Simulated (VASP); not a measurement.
Data:

```
CELL_PARAMETERS angstrom
      4.50000     0.00000     0.00000
      0.00000     4.50000     0.00000
      0.00000     0.00000     3.15000
ATOMIC_POSITIONS crystal
  Ir 0.00000 0.00000 0.00000
  Ir 0.50000 0.50000 0.50000
  O  0.30800 0.30800 0.00000
  O  0.80800 0.19200 0.50000
  O  0.19200 0.80800 0.50000
  O  0.69200 0.69200 0.00000
```

These are PBE GGA, VASP's PBE PAW potentials (set 64) (plane waves; VASP) values and carry that method's errors. Settings: 400 eV cut-off, 5×5×8 Γ-centred mesh, Fermi-Dirac smearing of 0.10 eV, potentials Ir O.

Q: Give the energies of bands 11 to 24 at the high-symmetry points, in eV from the Fermi level.

A: 
| band | Γ | X | M | Z | R | A |
|---|---|---|---|---|---|---|
| 11 | -4.95 | -6.23 | -5.25 | -5.80 | -5.50 | -5.77 |
| 12 | -4.95 | -6.23 | -5.25 | -5.80 | -5.50 | -5.77 |
| 13 | -3.62 | -5.24 | -4.36 | -5.56 | -5.15 | -4.38 |
| 14 | -2.95 | -5.24 | -4.36 | -5.56 | -5.15 | -4.38 |
| 15 | -2.95 | -3.17 | -3.63 | -4.04 | -3.39 | -3.28 |
| 16 | -2.64 | -3.17 | -3.63 | -4.04 | -3.39 | -3.28 |
| 17 | -2.44 | -1.68 | -2.55 | -1.89 | -2.79 | -1.80 |
| 18 | -2.44 | -1.68 | -2.55 | -1.89 | -2.79 | -1.80 |
| 19 | -2.40 | -1.30 | -2.40 | -0.72 | -1.78 | -1.24 |
| 20 | -2.32 | -1.30 | -2.40 | -0.72 | -1.78 | -1.24 |
| 21 | -2.25 | -0.30 | 0.20 | 0.25 | 0.52 | -0.50 |
| 22 | 0.76 | -0.30 | 0.20 | 0.25 | 0.52 | -0.50 |
| 23 | 1.24 | 3.60 | 2.52 | 2.35 | 1.17 | 2.30 |
| 24 | 4.19 | 3.60 | 2.52 | 2.35 | 1.17 | 2.30 |

It has no gap at this level: it comes out as a metal or semimetal.

The structure is a typed IrO2 crystal (P4_2/mnm). The cell was not relaxed at this level.
